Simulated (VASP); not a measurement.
Consider the following.

```cif
data_O3SrV
_chemical_formula_sum 'Sr1 V1 O3'
_space_group_name_H-M_alt 'P 1'
_space_group_IT_number 1
_cell_length_a 3.82561
_cell_length_b 3.82561
_cell_length_c 3.82561
_cell_angle_alpha 90.000
_cell_angle_beta 90.000
_cell_angle_gamma 90.000
loop_
_space_group_symop_operation_xyz
  'x, y, z'
loop_
_atom_site_label
_atom_site_type_symbol
_atom_site_fract_x
_atom_site_fract_y
_atom_site_fract_z
_atom_site_occupancy
Sr1 Sr 0.00000 0.00000 0.00000 1
V1 V 0.50000 0.50000 0.50000 1
O1 O 0.50000 0.00000 0.50000 1
O2 O 0.00000 0.50000 0.50000 1
O3 O 0.50000 0.50000 0.00000 1
```

All values below come from r2SCAN+rVV10, VASP's PBE PAW potentials (set 64) (plane waves; VASP). Numerical set-up: 520 eV cut-off, 8×8×8 Γ-centred mesh, first-order Methfessel-Paxton smearing of 0.10 eV, potentials Sr_sv V_sv O.

### Question
Give the energy at these volumes per atom, relative to the lowest: 10.51, 10.85, 11.18, 11.52, 11.85 Å³.

### Answer
30.6, 7.6, 0.0, 5.6, 22.2 meV/atom. A third-order Birch-Murnaghan fit gives B0 = 206 GPa and B0′ = 4.6.

Measured: a 3.842 Å (computed value off by -0.4 %), as given by Samuel D. Marks et al., Physical Review Materials (2021), arXiv:2103.05797. The calculation is for a static lattice, while the measured a holds thermal and zero-point effects, which are part of the difference.

The compound is SrVO3 in the cubic perovskite structure. It was relaxed first. The run is not spin-polarised, so no magnetic state was tried.
